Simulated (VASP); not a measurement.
A cell of Cl (relaxed from the dhcp structure, space group P6_3/mmc) near equilibrium:

```xyz
4
Lattice="3.5988 0.0000 0.0000 -1.7994 3.1167 0.0000 0.0000 0.0000 7.4928" Properties=species:S:1:pos:R:3 pbc="T T T"
Cl     0.0000     0.0000     0.0000
Cl     0.0000     0.0000     3.7464
Cl     0.0000     2.0778     1.8732
Cl     1.7994     1.0389     5.6196
```

The numbers are results of PBEsol GGA, VASP's PBE PAW potentials (set 64) (plane waves; VASP), not measurements.

```tsv
run	ΔE (meV/atom)	σxx	σyy	σzz	largest shear component, with its sign (GPa)	largest force (eV/Å)
as it is	0.0	-0.12	-0.12	0.02	0.00	0.000
after one change	1.6	-0.07	-0.07	0.05	0.00	0.250
```
Stress is in GPa, positive when the cell is compressed.

Q: Which change was made?
A) isotropic strain of -1.0 %
B) uniaxial strain of +2.0 % along z
C) isotropic strain of +4.0 %
D) atom 3 (Cl) moved by 0.050 Å along z

A: D, atom 3 (Cl) moved by 0.050 Å along z

The structure was generated: Cl was put into the dhcp type (P6_3/mmc), which need not be its known phase.
